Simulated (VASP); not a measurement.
Here is the system:

```
CELL_PARAMETERS angstrom
     -2.40086     2.40086     1.36277
      2.40086    -2.40086     1.36277
      2.40086     2.40086    -1.36277
ATOMIC_POSITIONS crystal
  Ir 0.75000 0.25000 0.50000
  Ir 0.00000 0.00000 0.00000
```

These are PBEsol GGA, VASP's PBE PAW potentials (set 64) (plane waves; VASP 6.6.1) values and carry that method's errors. Run with 400 eV cut-off, Gaussian smearing of 0.050 eV, potentials Ir.

Question: Give the energies of bands 1 to 12 at the high-symmetry points, in eV from the Fermi level.

Answer: 
```csv
band,Γ,X,M,Z,P,N
1,-9.95,-6.57,-6.70,-5.52,-6.00,-6.57
2,-6.98,-6.57,-6.70,-5.17,-6.00,-6.13
3,-5.99,-4.74,-4.53,-5.17,-5.72,-5.08
4,-5.08,-4.74,-4.53,-4.76,-5.72,-5.06
5,-4.29,-3.79,-1.52,-3.25,-2.69,-2.79
6,-1.21,-3.79,-1.52,-3.02,-2.69,-2.27
7,-1.21,-2.07,-0.92,-1.90,-0.20,-1.80
8,-1.12,-2.07,-0.92,-1.90,-0.20,-0.64
9,-1.12,0.10,-0.77,-0.28,0.88,0.51
10,1.57,0.10,-0.77,-0.09,0.88,0.78
11,2.85,0.63,-0.67,5.05,4.47,2.71
12,5.56,0.63,-0.67,5.83,4.47,5.10
```

It has no gap at this level: it comes out as a metal or semimetal.

The structure was generated: Ir was put into the beta-Sn type (I4_1/amd), which need not be its known phase. It was relaxed first, which changed the volume by +6 %.
